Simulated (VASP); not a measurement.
Here is the system:

```
CELL_PARAMETERS angstrom
      0.00000     3.77027     3.77027
      3.77027     0.00000     3.77027
      3.77027     3.77027     0.00000
ATOMIC_POSITIONS crystal
  Bi 0.25000 0.25000 0.25000
  Pr 0.00000 0.00000 0.00000
```
Starting moments (μB, in the order of the record's atoms Bi Pr): 0.0 2.0.

Level of theory: PBE GGA, VASP's PBE PAW potentials (set 64) (plane waves; VASP 6.6.1). Run with 300 eV cut-off, 5×5×5 Γ-centred mesh, Fermi-Dirac smearing of 0.10 eV, potentials Bi_d Pr.

Give the spin-up energies of bands 11 to 18 at the high-symmetry points, in eV from the Fermi level.

```csv
band,Γ,X,U,L,W
11,-0.83,-1.68,-1.39,-1.41,-1.15
12,-0.83,-0.24,-0.65,-0.59,-0.99
13,-0.83,-0.24,-0.34,-0.59,-0.25
14,-0.30,-0.23,-0.17,-0.24,-0.16
15,0.08,0.02,0.01,-0.01,0.01
16,0.08,0.05,0.03,0.08,0.02
17,0.08,0.05,0.07,0.08,0.07
18,0.58,0.55,0.55,0.58,0.55
```

Give the spin-down energies of bands 11 to 18 at the high-symmetry points, in eV from the Fermi level.

```
band      Γ      X      U      L      W
----  -----  -----  -----  -----  -----
11    -0.73  -1.65  -1.35  -1.38  -1.06
12    -0.73  -0.15  -0.60  -0.51  -0.99
13    -0.73  -0.15  -0.25  -0.51  -0.15
14     1.30   1.44   1.43   1.47   1.43
15     1.51   1.46   1.46   1.47   1.45
16     1.51   1.56   1.55   1.51   1.53
17     1.51   1.56   1.63   1.69   1.58
18     1.76   1.78   1.75   1.78   1.75
```

It has no gap at this level: it comes out as a metal or semimetal.

The structure was generated: PrBi was put into an ordered model structure, which need not be its known phase. The cell was not relaxed at this level.
